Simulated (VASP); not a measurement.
A run of VASP 6.6.1 is set up as follows.

INCAR

```
PREC = Accurate
ENCUT = 520
EDIFF = 1E-6
ISMEAR = 1
SIGMA = 0.15
LREAL = F
LASPH = T
NELM = 100
ALGO = Normal
ISIF = 2
LWAVE = F
LCHARG = F
GGA = PE
NBANDS = 32
```

File KPOINTS:

```
Automatic mesh
0
Gamma
  4 3 3
```

The input POSCAR:

```
LuSi2Os2
1.0
    4.0068350000     -0.1973380000      0.4637380000
   -0.6852630000      4.3821140000      0.4801760000
    0.8922970000      0.0088410000      5.3977950000
Os Lu Si
2 1 2
Direct
    0.1738482009      0.9646536171      0.5961696337
    0.8433658536      0.9565199673      0.0896494354
    0.1780360853      0.4887298334      0.2456102104
    0.5289075104      0.1334981836      0.8387389416
    0.6149679975      0.7156202263      0.5677120589
```

Potentials or basis: VASP PAW PBE potentials, release 64 (Os, Lu, Si).

Run with:

```console
$ cat potpaw_PBE.64/Os/POTCAR potpaw_PBE.64/Lu/POTCAR potpaw_PBE.64/Si/POTCAR > POTCAR
$ mpirun -np 1 vasp_std > vasp.out
```

(1) Estimate the pressure.

(2) What does it give for the largest force?

(3) Predict the band gap on the k mesh.

Answers

(1) 1.8 GPa.

(2) 2.486 eV/Å.

(3) none (metal or under the smearing width).

Caveat: the k mesh is coarse (spacing up to 0.48 Å⁻¹), so the values aren't converged.
